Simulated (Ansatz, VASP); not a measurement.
# InAs in two plane-wave programs

One calculation is typed for both programs; each brings its own data sets. How far apart do they land? The cell is taken from a series of runs on this material, whose earlier steps may have relaxed, scaled, displaced or heated it; both programs get it as it stands. Other levels of theory on this material are compared in a session of their own.

Main program and level: Ansatz 0.2.0; plane waves, with VASP 6.6.1 beside it; single point at PBEsol, spin-orbit coupling.

### 1. Set-up

It takes space group F-43m (No. 216, cubic). Conventional cell: a = 6.036 Å, b = 6.036 Å, c = 6.036 Å, α = 90.00°, β = 90.00°, γ = 90.00°. In has 4 As at 2.61 Å nearest. Nearest to As lie 4 In at 2.61 Å. Farther neighbours are not listed.

### 2. Ansatz: single point, PBEsol, spin-orbit coupling

Ansatz runs on its fully relativistic PAW (standard-fr) files.

A single point gives forces, pressure and levels at one fixed geometry, so differences don't come from the geometry; what else differs is listed under the comparison.

The input, input.yaml:

```yaml
crystal:
  lattice:
    - [0.0, 3.018, 3.018]
    - [3.018, 0.0, 3.018]
    - [3.018, 3.018, 0.0]
  atoms:
    - { symbol: In, position: [0.0, 0.0, 0.0] }
    - { symbol: As, position: [0.25, 0.25, 0.25] }
kpoints:
  mp_grid: { grid: [14, 14, 14] }
  band_path:
    path:
      - [[0.0, 0.0, 0.0], [-0.5, -0.5, 0.0], [-0.375, -0.375, 0.25]]
      - [[-0.375, 0.0, 0.375], [0.0, 0.0, 0.0], [0.0, 0.0, 0.5]]
    npoints: 6
scf:
  occupations: { method: fermi_dirac, width: 0.05 }
  n_extra_bands: 12
hamiltonian:
  xc: pbesol
  pseudopotentials: { kind: paw_fr }
output:
  forces: true
  stress: true
  fatbands: true
magnetization:
  noncollinear: true
  spin_orbit: true
```

Command:

```console
$ ansatz run input.yaml --threads 4 --pin off --max-ram 8192MiB --backend cpu --events-out ev --progress --plain --runs-dir out
```

Numbers of over 12 decimals in the logs are rounded to 6 here.

The log of the run:

```text
scf.n_extra_bands = 12 over 28 filled bands (N_el = 28.0): the run solves 40 bands
Engine: ansatz 0.2.0, aarch64-unknown-linux-gnu
Pseudopotentials: kind: paw_fr
Pseudopotential: In, paw_fr, valence charge 13, recommended cutoff 420 eV (normal), In.paw.azcp#standard-fr
Pseudopotential: As, paw_fr, valence charge 15, recommended cutoff 420 eV (normal), As.paw.azcp#standard-fr
Functional definition: PBEsol
  exchange = pbesol_x
  correlation = pbesol_c
non-collinear run that drives no moment, with spin-orbit: no starting moment large enough to seed its density (crystal.atoms[].spin), no starting occupations that ask for one, no magnetisation constraint and no magnetic field, so the semilocal B_xc is pinned to zero
Crystal: 2 atoms, lattice volume = 54.978 Å³
Basis set: ecut = 420 eV, 1067 PW (Γ), exchange–correlation on 60×60×60 points (8 copies of the dense FFT grid, shifted against one another)
Bands: 40, of which v1, the nominal top of the filled ones, is band 28 counted from 1 (27 counted from 0)
Symmetry: 24 space group operations + 24 with time reversal
Magnetic group: BNS 216.75 (UNI 1577), of the structure as read, at distance tolerance 3.8e-5 Å
k-points: 104 of 2744 (time reversal used)
Projection manifold: j_resolved (fully-relativistic pseudo-atomic orbitals)
Non-local potential: In, projectors of the file, l = 0: 2, l = 1: 4, l = 2: 4, l = 3: 4
Non-local potential: As, projectors of the file, l = 0: 2, l = 1: 4, l = 2: 6, l = 3: 2
PAW form: soft (Blöchl's): semilocal exchange-correlation on the pseudo side does not see the compensation charge
PAW frozen core: In, regenerated for the run's functional, and the local potential with it (the file was generated under x = pbe(κ = 0.804, μ = 0.219515), c = pbe(β = 0.066725))
PAW frozen core: As, regenerated for the run's functional, and the local potential with it (the file was generated under x = pbe(κ = 0.804, μ = 0.219515), c = pbe(β = 0.066725))
PAW one-centre angular grid: In, 590 points (default); XC on 64 Gauss nodes
PAW one-centre angular grid: As, 590 points (default); XC on 64 Gauss nodes
Initial density: superposition of atomic densities (chi_scale 0.1, normalization cell, long waves kept (reshape's long-wave potential 0.00 eV rms))
Initial wavefunctions: pseudopotential atomic-orbital guess
Functional: x = pbesol(κ = 0.804, μ = 0.123457), c = pbesol(β = 0.046)
SCF iter   1: F=—  HF=-10340.908449 eV  |F-HF|=—  |Δ(HF+E_count)|=         —  Δρ=2.86e-2  dr2=3.52e-1  dr2_m=0.00e0 (ungated)  ethr=3.10e-3  |M|=0.00e0 ∫|m|=0.00e0 μB  |m|>n=0.0e0 m-floor=0.0e0 τ_xc=0.0e0  β_m=0.30  ⟨swp⟩=7.9  Hψ=21050  notcnv=0  defer=117
preconditioner: auto → none  [insulator: Δε(μ)=0.632 eV  Ē_g=16.271 eV  σ=0.050 eV  W_gap=0.81  n_scr=14 (ndim 8)  ℏωp=21.2 eV  f_vac=0.006  D(μ)=0.01/eV (n_scr^D=0)  ε∞_Penn≈2.7]
SCF iter   2: F=—  HF=-10340.856094 eV  |F-HF|=—  |Δ(HF+E_count)|=   5.24e-2  Δρ=1.90e-2  dr2=1.50e-1  dr2_m=0.00e0 (ungated)  ethr=1.26e-3  |M|=0.00e0 ∫|m|=0.00e0 μB  |m|>n=0.0e0 m-floor=0.0e0 τ_xc=0.0e0  β_m=0.59  ⟨swp⟩=1.0  Hψ=4996  notcnv=0  defer=328
SCF iter   3: F=—  HF=-10340.824897 eV  |F-HF|=—  |Δ(HF+E_count)|=   3.12e-2  Δρ=2.64e-3  dr2=2.18e-3  dr2_m=0.00e0 (ungated)  ethr=5.37e-4  |M|=0.00e0 ∫|m|=0.00e0 μB  |m|>n=0.0e0 m-floor=0.0e0 τ_xc=0.0e0  β_m=0.57  ⟨swp⟩=3.0  Hψ=7144  notcnv=0  defer=588
SCF iter   4: F=—  HF=-10340.824076 eV  |F-HF|=—  |Δ(HF+E_count)|=   8.21e-4  Δρ=5.74e-4  dr2=7.91e-5  dr2_m=0.00e0 (ungated)  ethr=7.78e-6  |M|=0.00e0 ∫|m|=0.00e0 μB  |m|>n=0.0e0 m-floor=0.0e0 τ_xc=0.0e0  β_m=0.60  ⟨swp⟩=2.0  Hψ=6147  notcnv=0  defer=588
SCF iter   5: F=—  HF=-10340.824106 eV  |F-HF|=—  |Δ(HF+E_count)|=   2.98e-5  Δρ=2.07e-4  dr2=1.06e-5  dr2_m=0.00e0 (ungated)  ethr=2.83e-7  |M|=0.00e0 ∫|m|=0.00e0 μB  |m|>n=0.0e0 m-floor=0.0e0 τ_xc=0.0e0  β_m=0.71  ⟨swp⟩=3.0  Hψ=6456  notcnv=0  defer=588
SCF iter   6: F=—  HF=-10340.824111 eV  |F-HF|=—  |Δ(HF+E_count)|=   5.27e-6  Δρ=5.56e-5  dr2=2.66e-6  dr2_m=0.00e0 (ungated)  ethr=3.79e-8  |M|=0.00e0 ∫|m|=0.00e0 μB  |m|>n=0.0e0 m-floor=0.0e0 τ_xc=0.0e0  β_m=0.61  ⟨swp⟩=2.0  Hψ=6486  notcnv=0  defer=588
SCF iter   7: F=-10340.824110 eV  HF=-10340.824110 eV  |F-HF|=1.95e-8  |Δ(HF+E_count)|=   1.38e-6  Δρ=1.19e-5  dr2=7.25e-8  dr2_m=0.00e0 (ungated)  ethr=3.57e-10  |M|=0.00e0 ∫|m|=0.00e0 μB  |m|>n=0.0e0 m-floor=0.0e0 τ_xc=0.0e0  ⟨swp⟩=8.7  Hψ=22190  notcnv=0
SCF 1 converged in 7 iterations: F = -10340.824110 eV  dr2 = 7.25e-8
  greatest PAW one-centre occupation: 0.999 electrons in one spin orbital (limit 2), on the As atom at site 1 (counted from 0), in its partial waves of l = 2
NSCF: frozen V_eff on 26 k-points
SCF converged after 7 iterations
Magnetization: |M| = 0.0000 μB,  M = (+0.0000, +0.0000, +0.0000) μB
Absolute magnetization: 0.0000 μB (∫|m|)
  site 0: m = (+0.0000, +0.0000, +0.0000) μB, |m| = 0.0000 μB  (R = 1.08 Å)
  site 1: m = (+0.0000, +0.0000, +0.0000) μB, |m| = 0.0000 μB  (R = 1.08 Å)
Free energy (F): -10340.824110 eV
Harris-Foulkes:  -10340.824110 eV  (|F-HF|=1.95e-8)
Internal energy: -10340.823973 eV  (E = F + TS)
E sigma→0 (E₀):  -10340.824041 eV
Entropy (-TS):   -0.000136 eV (-0.068 meV/atom)
Fermi energy:    7.966285 eV
--- Per-component energies (eV) ---
  E_band       = -313.902918
  E_kinetic    = 347.526018
  E_local      = -3270.226093  (includes V_loc(G=0)·N_el)
  E_nonlocal   = -299.384749
  E_hartree    = 1580.303547
  E_xc         = -292.272511
  E_vxc        = -179.259440  (∫ρ·V_xc dr)
  E_paw        = -5880.179752  (= ΣΔE_a)
  E_vpaw       = -73.158698  (= ΣTr[D̂ρ^β])
  E_aug_tail   = 0.000034  (compensation charges beyond the density's cutoff)
  E_ewald      = -2527.799418
  E_core_change = 1.208952  (= ΣΔE_core)
  E_smearing   = -0.000136  (= −TS)
  E_closure    = 0.000000  (closes the sum)
  Σ components = -10340.824110   (vs F -10340.824110, Δ=0.00e0)
--- Forces (eV/Å), atoms counted from 1 ---
  atom   1  In     0.00000000    -0.00000000     0.00000000
  atom   2  As    -0.00000000     0.00000000    -0.00000000
  max |Σ_I F_I| component: 2.30e-16 eV/Å
--- Stress (GPa, compression-positive) ---
        1.434799      -0.000000      -0.000000
       -0.000000       1.434799       0.000000
       -0.000000       0.000000       1.434799
  P = ⅓ Tr σ = 1.4348 GPa (14.348 kbar)
--- Band table (eV; the first three rows and the last of 104) ---
  k-point 0: bands = [... 24 lower, 7.5417, 7.5417, 7.8946, 7.8946, 7.8946, 7.8946, 11.3283, 11.3283, ... 8 higher]
  k-point 1: bands = [... 24 lower, 7.5837, 7.5837, 7.8225, 7.8289, 8.4753, 8.4753, 11.4246, 11.4246, ... 8 higher]
  k-point 2: bands = [... 24 lower, 7.4065, 7.4065, 7.6443, 7.6551, 8.9164, 8.9164, 11.7295, 11.7295, ... 8 higher]
  k-point 103: bands = [... 24 lower, 4.7498, 4.8065, 4.8472, 4.9375, 11.5313, 11.6068, 11.7188, 11.8440, ... 8 higher]
```

### 3. VASP: single point, PBEsol, spin-orbit coupling

The same cell, functional, mesh and smearing now go to VASP, with its own data sets.

Lines of VASP's logs that name or quote its potential files are left out, and so is its time.

The input, INCAR:

```
SYSTEM = InAs
PREC = Accurate
ENCUT = 500
EDIFF = 1E-06
NELM = 200
ISMEAR = -1
SIGMA = 0.05
LREAL = .FALSE.
ALGO = Normal
GGA = PS
LNONCOLLINEAR = .TRUE.
MAGMOM = 0 0 0 0 0 0
NBANDS = 30
GGA_COMPAT = .FALSE.
LASPH = .TRUE.
LSORBIT = .TRUE.
LORBIT = 11
LWAVE = .FALSE.
LCHARG = .FALSE.
ISIF = 2
KPAR = 2
```

The input, POSCAR:

```
InAs
1.0
    0.0000000000      3.0180000000      3.0180000000
    3.0180000000      0.0000000000      3.0180000000
    3.0180000000      3.0180000000      0.0000000000
In As
1 1
Direct
    0.0000000000      0.0000000000      0.0000000000
    0.2500000000      0.2500000000      0.2500000000
```

The input, KPOINTS:

```
Automatic mesh
0
Gamma
14 14 14
0 0 0
```

PAW data sets: In_d and As (PBE family, release 64).

Command:

```console
$ mpirun -np 2 vasp_ncl
```

The log of the run:

```text
[banner, memory and clock lines left out]
running    2 mpi-ranks, on    1 nodes
 distrk:  each k-point on    1 cores,    2 groups
 distr:  one band on    1 cores,    1 groups

 POSCAR found type information on POSCAR InAs
 POSCAR found :  2 types and       2 ions
|                                                                             |
|               ----> ADVICE to this user running VASP <----                  |
|                                                                             |
|     You enforced a specific xc type in the INCAR file but a different       |
|     [... a line on the potential file left out ...]
|     I HOPE YOU KNOW WHAT YOU ARE DOING!                                     |
|                                                                             |

 LDA part: xc-table for (Slater+PW92), standard interpolation
 POSCAR, INCAR and KPOINTS ok, starting setup
 FFT: planning ... GRIDC
 FFT: planning ... GRID_SOFT
 FFT: planning ... GRID
 WAVECAR not read
 entering main loop
       N       E                     dE             d eps       ncg     rms          rms(c)
DAV:   1     0.154100084233E+03    0.15410E+03   -0.77242E+03 10356   0.129E+03
DAV:   2     0.792880222861E+01   -0.14617E+03   -0.13950E+03 10472   0.349E+02
DAV:   3    -0.812422739645E+01   -0.16053E+02   -0.15783E+02 12574   0.124E+02
DAV:   4    -0.879823500928E+01   -0.67401E+00   -0.67250E+00 12352   0.260E+01
DAV:   5    -0.883190207333E+01   -0.33667E-01   -0.33662E-01 15646   0.545E+00    0.459E+00
DAV:   6    -0.856396314460E+01    0.26794E+00   -0.33153E-01 14840   0.124E+01    0.250E+00
DAV:   7    -0.853483397558E+01    0.29129E-01   -0.16401E-01 16156   0.373E+00    0.798E-01
DAV:   8    -0.853288559803E+01    0.19484E-02   -0.13476E-02 15414   0.151E+00    0.562E-01
DAV:   9    -0.853287452494E+01    0.11073E-04   -0.17407E-03 14712   0.346E-01    0.160E-01
DAV:  10    -0.853296066372E+01   -0.86139E-04   -0.59511E-04 14634   0.517E-01    0.768E-02
DAV:  11    -0.853297922918E+01   -0.18565E-04   -0.87505E-05 13390   0.173E-01    0.177E-02
DAV:  12    -0.853298566141E+01   -0.64322E-05   -0.19960E-05 13672   0.386E-02    0.138E-02
DAV:  13    -0.853298525570E+01    0.40571E-06   -0.55285E-07  9370   0.953E-03
   1 F= -.85329853E+01 E0= -.85329169E+01  d E =-.136775E-03  mag=    -0.0000    -0.0000    -0.0000
```

Parts of OUTCAR (step 3):

```text
ion  position               nearest neighbor table
   1  0.000  0.000  0.000-   2 2.61   2 2.61   2 2.61   2 2.61
   2  0.250  0.250  0.250-   1 2.61   1 2.61   1 2.61   1 2.61

  LATTYP: Found a face centered cubic cell.
 ALAT       =     6.0360000000

 Subroutine GETGRP returns: Found 24 space group operations
 (whereof 24 operations were pure point group operations)

The static configuration has the point symmetry T_d .

 Found    172 irreducible k-points:

   k-points           NKPTS =    172   k-points in BZ     NKDIM =    172   number of bands    NBANDS=     30

   dimension x,y,z NGX =    32 NGY =   32 NGZ =   32
   dimension x,y,z NGXF=    64 NGYF=   64 NGZF=   64

   ENCUT  =  500.0 eV  36.75 Ry    6.06 a.u.   7.78  7.78  7.78*2*pi/ulx,y,z

   NELECT =      18.0000    total number of electrons

 k-points in reciprocal lattice and weights: Automatic mesh
   0.00000000  0.00000000  0.00000000       0.000
   0.07142857  0.00000000  0.00000000       0.001
  -0.07142857  0.00000000  0.00000000       0.001
   0.14285714  0.00000000  0.00000000       0.001
  -0.14285714  0.00000000  0.00000000       0.001
   0.21428571  0.00000000  0.00000000       0.001
  -0.21428571  0.00000000  0.00000000       0.001
   0.28571429  0.00000000  0.00000000       0.001
  -0.28571429  0.00000000  0.00000000       0.001
[...]
-0.28571429  0.42857143  0.21428571       0.009
  -0.28571429  0.50000000  0.21428571       0.004

 average (electrostatic) potential at core
       1 -96.3798       2 -49.4531

 E-fermi :   4.6111

 k-point     1 :       0.0000    0.0000    0.0000
  band No.  band energies     occupation
    ...
     16       4.1954      0.99976
     17       4.5394      0.80762
     18       4.5394      0.80762
     19       4.5394      0.80762
     20       4.5394      0.80762
     21       7.9782      0.00000
     22       7.9782      0.00000
     23       8.4338      0.00000
     24       8.4338      0.00000
     25       8.4338      0.00000
    ...

 k-point     2 :       0.0714    0.0000    0.0000
  band No.  band energies     occupation
    ...
     14       3.2889      1.00000
     15       4.2345      0.99947
     16       4.2345      0.99947
     17       4.4670      0.94701
     18       4.4735      0.94012
     19       5.1242      0.00003
     20       5.1242      0.00003
     21       8.0738      0.00000
     22       8.0738      0.00000
     23       8.4538      0.00000
    ...

 k-point     3 :      -0.0714    0.0000    0.0000
  band No.  band energies     occupation
    ...
     14       3.2889      1.00000
     15       4.2345      0.99947
     16       4.2345      0.99947
     17       4.4670      0.94701
     18       4.4735      0.94012
     19       5.1242      0.00003
     20       5.1242      0.00003
     21       8.0738      0.00000
     22       8.0738      0.00000
     23       8.4538      0.00000
    ...

  Total        0.5374533      0.5374533      0.5374533      0.0000000     -0.0000000      0.0000000
  in kB       15.6625921     15.6625921     15.6625921      0.0000000     -0.0000000      0.0000000
  external PRESSURE =      15.6625921 kB  Pullay stress =       0.0000000 kB

  energy-cutoff  :      500.00
  volume of cell :       54.98
      direct lattice vectors                 reciprocal lattice vectors
     0.000000000  3.018000000  3.018000000    -0.165672631  0.165672631  0.165672631
     3.018000000  0.000000000  3.018000000     0.165672631 -0.165672631  0.165672631
     3.018000000  3.018000000  0.000000000     0.165672631  0.165672631 -0.165672631

 POSITION                                       TOTAL-FORCE (eV/Angst)
 -----------------------------------------------------------------------------------
      0.00000      0.00000      0.00000        -0.000000      0.000000      0.000000
      1.50900      1.50900      1.50900         0.000000     -0.000000     -0.000000
 -----------------------------------------------------------------------------------
    total drift:                               -0.000000     -0.000000     -0.000000

  FREE ENERGIE OF THE ION-ELECTRON SYSTEM (eV)
  ---------------------------------------------------
  free  energy   TOTEN  =        -8.5329852557 eV

  energy  without entropy=       -8.5328484803  energy(sigma->0) =       -8.53291687

 Spin-Orbit-Coupling matrix elements
 Ion:    1  E_soc:     -0.0736358
 Ion:    2  E_soc:     -0.0262770

 total charge
# of ion       s       p       d       tot
------------------------------------------
    1        0.849   0.744   9.890  11.483
    2        1.223   1.565   0.023   2.810
--------------------------------------------------
tot          2.072   2.309   9.913  14.294

 magnetization (x)
# of ion       s       p       d       tot
------------------------------------------
    1       -0.000  -0.000   0.000  -0.000
    2        0.000   0.000   0.000   0.000
--------------------------------------------------
tot          0.000   0.000   0.000   0.000

 magnetization (y)
# of ion       s       p       d       tot
------------------------------------------
    1        0.000   0.000   0.000   0.000
    2       -0.000   0.000   0.000  -0.000
--------------------------------------------------
tot         -0.000   0.000   0.000  -0.000

 magnetization (z)
# of ion       s       p       d       tot
------------------------------------------
    1       -0.000  -0.000   0.000  -0.000
    2        0.000  -0.000   0.000  -0.000
--------------------------------------------------
tot         -0.000  -0.000   0.000  -0.000

[... 3 further parts left out ...]
```

The run ends at a pressure of 1.57 GPa.

### 4. Comparison

Known differences besides the potentials themselves: spin-orbit coupling enters by fully relativistic files in Ansatz and inside the spheres in VASP; the data sets hold 28 valence electrons in Ansatz (on its fully relativistic PAW (standard-fr) files) and 18 in VASP; the cutoff is 420 eV in Ansatz and 500 eV in VASP; Ansatz makes its cores anew for this functional, VASP keeps those of its PBE data sets. Total energies have different zeros and are not compared.

Both answers:

```tsv
quantity	Ansatz	VASP	difference
pressure (GPa)	1.43	1.57	-0.13
```

### 5. Results

| Quantity | Value |
| --- | --- |
| difference in pressure (single point, PBEsol, spin-orbit coupling) | -0.13 GPa |

What this shows: The difference in pressure is -0.13 GPa (single point, PBEsol, spin-orbit coupling), within the 1 GPa picked in this series as the mark of a large difference. The data sets hold unlike numbers of valence electrons (28 in Ansatz and 18 in VASP), so part of the differences comes from the potentials. 3 further runs of this series are not shown here. Such differences can come from data sets, numerical settings and the points named under the comparisons, not from the functional's error against experiment.

[Lines on the potential files, build, host, timing and source positions are cut from VASP's logs without a mark.]

[Logs are printed without paths, hosts, clocks, repeated set-up lines and the standing remarks that a program may print on its own settings, such as how far it seeks lower states.]

[Hosts, paths, dates, database ids (printed as entryN), source tags and the programs' standing remarks are cut or masked in the printed files.]
